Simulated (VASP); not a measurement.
Input of a VASP 6.6.1 run:

Contents of INCAR:

```
PREC = Normal
ENCUT = 520
EDIFF = 1E-4
ISMEAR = 0
SIGMA = 0.15
LREAL = F
LASPH = T
NELM = 60
ALGO = Fast
ISIF = 3
LWAVE = F
LCHARG = F
GGA = PE
IBRION = 2
NSW = 24
EDIFFG = -0.08
```

File KPOINTS:

```
regular mesh
0
Gamma
  6 6 6
```

Contents of POSCAR:

```
MgTi2N2
1.0
   -1.7332598600      1.7332598600      4.5556549800
    1.7332598600     -1.7332598600      4.5556549800
    1.7332598600      1.7332598600     -4.5556549800
Mg Ti N
1 2 2
Direct
    0.0000000000      0.0000000000      0.0000000000
    0.2500000000      0.7500000000      0.5000000000
    0.7500000000      0.2500000000      0.5000000000
    0.6435844300      0.6435844300      0.0000000000
    0.3564155700      0.3564155700      0.0000000000
```

Potentials or basis: VASP PAW PBE potentials, release 64 (Mg, Ti_sv, N).

The run is started by

```bash
$ cat potpaw_PBE.64/Mg/POTCAR potpaw_PBE.64/Ti_sv/POTCAR potpaw_PBE.64/N/POTCAR > POTCAR
$ mpirun -np 1 vasp_std > vasp.out
```

(1) Predict the space group after relaxing (to 0.05 Å).

(2) Predict the relaxed volume.

(3) Predict the relaxed cell.

(4) What does it give for the band gap on the k mesh?

## Answers

(1) I4/mmm (No. 139).

(2) 15.58 Å³/atom.

(3) a = 5.775 Å, b = 5.775 Å, c = 5.775 Å, α = 140.30°, β = 140.30°, γ = 57.39°.

(4) none (metal or under the smearing width).

Caveat: the k mesh is coarse (spacing up to 0.43 Å⁻¹), so the values aren't converged; the volume moved by over 15 % at a fixed basis, so the end points are rough.
